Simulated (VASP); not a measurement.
All values below come from PBE GGA, VASP's PBE PAW potentials (set 64) (plane waves; VASP).

A VASP calculation is set up with these files.

### KPOINTS
```
K-points
0
Gamma
 13 13 11
```

**POSCAR**
```
WC
1
    1.4841000000    -2.5705370000     0.0000000000
    1.4841000000     2.5705370000     0.0000000000
    0.0000000000     0.0000000000     2.8968000000
W C
1 1
Direct
  0.0000000000   0.0000000000   0.0000000000
  0.3333330000   0.6666670000   0.5000000000
```

**INCAR**
```
SYSTEM = WC
PREC = Accurate
ENCUT = 520
EDIFF = 1E-6
NELM = 100
ALGO = Normal
LREAL = .FALSE.
LASPH = .TRUE.
ISMEAR = 1
SIGMA = 0.1
GGA = PE
LMAXMIX = 6
LWAVE = .FALSE.
LCHARG = .FALSE.
ISIF = 2
```

POTCAR, in this order: W_sv C (PBE.64 set). Program: vasp_std.

What VASP printed:

**OUTCAR**
```
 ion  position               nearest neighbor table
   1  0.000  0.000  0.000-   2 2.24   2 2.24   2 2.24   2 2.24   2 2.24   2 2.24
   2  0.333  0.667  0.500-   1 2.24   1 2.24   1 2.24   1 2.24   1 2.24   1 2.24
  LATTYP: Found a hexagonal cell.
 ALAT       =     2.9682003434
 C/A-ratio  =     0.9759449043
 Subroutine PRICEL returns:
 Original cell was already a primitive cell.
 Subroutine GETGRP returns: Found 12 space group operations
The static configuration has the point symmetry D_3h.
The dynamic configuration has the point symmetry D_3h.
 Subroutine INISYM returns: Found 12 space group operations
 Subroutine IBZKPT returns following result:
 Found    126 irreducible k-points:

 Following reciprocal coordinates:
            Coordinates               Weight
  0.000000  0.000000  0.000000      1.000000
  0.076923  0.000000  0.000000      6.000000
  0.153846  0.000000  0.000000      6.000000
  0.230769  0.000000  0.000000      6.000000
  0.307692  0.000000  0.000000      6.000000
  0.384615  0.000000  0.000000      6.000000
  0.461538  0.000000  0.000000      6.000000
  0.076923  0.076923  0.000000      6.000000
  0.153846  0.076923  0.000000     12.000000
  0.230769  0.076923  0.000000     12.000000
  0.307692  0.076923  0.000000     12.000000
  0.384615  0.076923  0.000000     12.000000
  0.461538  0.076923  0.000000      6.000000
  0.153846  0.153846  0.000000      6.000000
  0.230769  0.153846  0.000000     12.000000
  0.307692  0.153846  0.000000     12.000000
  0.384615  0.153846  0.000000     12.000000
  0.230769  0.230769  0.000000      6.000000
  0.307692  0.230769  0.000000     12.000000
  0.384615  0.230769  0.000000      6.000000
  0.307692  0.307692  0.000000      6.000000
  0.000000  0.000000  0.090909      2.000000
  0.076923  0.000000  0.090909     12.000000
...
```

### OSZICAR
```
       N       E                     dE             d eps       ncg     rms          rms(c)
DAV:   1     0.111039014121E+03    0.11104E+03   -0.98379E+03  3276   0.152E+03
DAV:   2    -0.213091016478E+02   -0.13235E+03   -0.12852E+03  3756   0.379E+02
DAV:   3    -0.254643250398E+02   -0.41552E+01   -0.41244E+01  4004   0.624E+01
DAV:   4    -0.255064317236E+02   -0.42107E-01   -0.42080E-01  3651   0.670E+00
DAV:   5    -0.255068141769E+02   -0.38245E-03   -0.38245E-03  3836   0.653E-01    0.287E+01
DAV:   6    -0.225233931674E+02    0.29834E+01   -0.10281E+01  3736   0.320E+01    0.699E+00
DAV:   7    -0.224269929871E+02    0.96400E-01   -0.52756E-01  3451   0.627E+00    0.532E+00
DAV:   8    -0.223988774324E+02    0.28116E-01   -0.94071E-02  3571   0.299E+00    0.758E-01
DAV:   9    -0.223978380222E+02    0.10394E-02   -0.39641E-03  3601   0.555E-01    0.158E-01
DAV:  10    -0.223977663547E+02    0.71667E-04   -0.32773E-04  3771   0.240E-01    0.697E-02
DAV:  11    -0.223977662723E+02    0.82479E-07   -0.19983E-05  3571   0.442E-02    0.112E-02
DAV:  12    -0.223977650615E+02    0.12108E-05   -0.55446E-06  3546   0.243E-02    0.255E-03
DAV:  13    -0.223977651037E+02   -0.42241E-07   -0.94897E-08  1668   0.338E-03
   1 F= -.22397765E+02 E0= -.22397636E+02  d E =-.388065E-03
```

OUTCAR:
```
------------------------ aborting loop because EDIFF is reached ----------------------------------------
  FORCE on cell =-STRESS in cart. coord.  units (eV):
  Direction    XX          YY          ZZ          XY          YZ          ZX
  --------------------------------------------------------------------------------------
  Total       -2.0620133     -2.0620139     -2.5850068      0.0000000      0.0000000     -0.0000000
  in kB     -149.4742931   -149.4743392   -187.3858249      0.0000000      0.0000000     -0.0000000
  external PRESSURE =    -162.1114857 kB  Pullay stress =       0.0000000 kB
  volume of cell :       22.10
      direct lattice vectors                 reciprocal lattice vectors
     1.484100000 -2.570537000  0.000000000     0.336904521 -0.194511886  0.000000000
     1.484100000  2.570537000  0.000000000     0.336904521  0.194511886  0.000000000
     0.000000000  0.000000000  2.896800000     0.000000000  0.000000000  0.345208506
 POSITION                                       TOTAL-FORCE (eV/Angst)
 -----------------------------------------------------------------------------------
      0.00000      0.00000      0.00000         0.000000     -0.000000      0.000000
      1.48410      0.85685      1.44840        -0.000000      0.000000      0.000000
 -----------------------------------------------------------------------------------
    total drift:                               -0.000000     -0.000397      0.000000
  FREE ENERGIE OF THE ION-ELECTRON SYSTEM (eV)
  ---------------------------------------------------
  free  energy   TOTEN  =       -22.3977651037 eV

  energy  without entropy=      -22.3973770388  energy(sigma->0) =      -22.39763575
```
(Selected blocks of OUTCAR.)

The compound is WC in the wc structure. The cell was not relaxed at this level.
